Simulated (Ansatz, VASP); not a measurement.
Cu3Pt in VASP and in Ansatz

```
Cu Pt
1.0
     3.71000    0.01855    0.01855
     0.01855    3.71000    0.01855
     0.01855    0.01855    3.71000
Cu Pt
3 1
Direct
  0.00000 0.50000 0.50000
  0.50000 0.00000 0.50000
  0.50000 0.50000 0.00000
  0.00000 0.00000 0.00000
```

Change from the starting cell: equal xy, yz and zx shear strains of +1 %.

Alike in both runs: task single point; functional LDA; k mesh 9 × 9 × 9; occupations fermi-dirac, width 0.05 eV; no spin polarisation.

|  | VASP | Ansatz |
| --- | --- | --- |
| version | VASP 6.6.1 | Ansatz 0.2.0 |
| potentials or method | VASP PAW LDA potentials, release 64 (Cu, Pt), cutoff 520 eV | all-electron LAPW, scalar-relativistic |

```csv
,VASP,Ansatz,Ansatz less VASP
pressure (GPa),-11.2,-12.1,-0.83
largest component of the traceless stress (GPa),0.71,0.70,-0.013
```

Ansatz ran all-electron here, so the differences hold the error of VASP's frozen core and of both bases.

The runs have no spin-orbit coupling, so splittings on Pt are missing.
